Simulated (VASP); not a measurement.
Input of a VASP 6.6.1 run:

File POSCAR:

```
Te2Mo                                   
1.0
    3.4975412647     -0.0000000000      0.0000000000
   -1.7487706323      3.0289595903      0.0000000000
    0.0000000000      0.0000000000     35.5787888000
  Te              Mo            
     6     3
Direct
     0.3333333300000021    0.6666666699999979    0.2564338715379016
     0.3333333300000021    0.6666666699999979    0.3586867255375795
     0.6666666699999979    0.3333333300000021    0.4489105478257184
     0.6666666699999979    0.3333333300000021    0.5510894521742816
     0.3333333300000021    0.6666666699999979    0.6413132744624205
     0.3333333300000021    0.6666666699999979    0.7435661284620985
     0.6666666699999979    0.3333333300000021    0.3075295093185085
     0.3333333300000021    0.6666666699999979    0.5000000000000000
     0.6666666699999979    0.3333333300000021    0.6924704906814915
```

File INCAR.step1:

```
ALGO = Normal
DIPOL = 0.5 0.5 0.500
EDIFF = 1E-5
ENCUT = 520
GGA = PE
IDIPOL = 3
ISIF = 2
ISMEAR = 0
KPAR = 4
LASPH = True
LCHARG = False
LDIPOL = True
LMAXMIX = 4
LREAL = False
LVACPOTAV = True
LVHAR = True
LWAVE = True
NBANDS = 49
NELM = 80
PREC = Accurate
SIGMA = 0.03
```

The input INCAR.step2:

```
ALGO = Normal
DIPOL = 0.5 0.5 0.500
EDIFF = 1E-7
ENCUT = 520
GGA = PE
HFSCREEN = 0.2
IDIPOL = 3
ISIF = 2
ISMEAR = 0
ISTART = 1
KPAR = 4
LASPH = True
LCHARG = False
LDIPOL = True
LHFCALC = True
LMAXMIX = 4
LREAL = False
LVACPOTAV = True
LVHAR = True
LWAVE = False
NBANDS = 49
NELM = 80
PREC = Accurate
PRECFOCK = Fast
SIGMA = 0.03
```

KPOINTS

```
k-points
0
Gamma
  6 6 1
```

The input KPOINTS_OPT:

```
explicit points
3
Reciprocal
 0.0000000000  0.0000000000  0.0000000000 1
 0.5000000000  0.0000000000  0.0000000000 1
 0.3333333300  0.3333333300  0.0000000000 1
```

Potentials or basis: VASP PAW PBE potentials, release 64 (Te, Mo_sv).

Command:

```sh
$ cat potpaw_PBE.64/Te/POTCAR potpaw_PBE.64/Mo_sv/POTCAR > POTCAR
$ cp INCAR.step1 INCAR
$ mpirun -np 4 vasp_std > vasp.out
$ cp INCAR.step2 INCAR
$ mpirun -np 4 vasp_std > vasp.out
```

**Question.** Predict the largest force.

**Answer.** 0.568 eV/Å.

**Question.** Estimate the band gap along the path.

**Answer.** 1.47 eV, indirect (least direct gap 1.56 eV).

Forces in eV/Å, atoms in the order of the input:
```
Te   0.000  0.000  0.415
Te   0.000  0.000 -0.568
Te   0.000  0.000  0.549
Te   0.000  0.000 -0.549
Te   0.000  0.000  0.568
Te   0.000  0.000 -0.415
Mo   0.000  0.000 -0.067
Mo   0.000  0.000  0.000
Mo   0.000  0.000  0.067
```

Caveat: the PAW data sets were made with another functional, which shifts forces and pressure a little; spin-orbit coupling is left out, which moves the levels of the heavy elements.
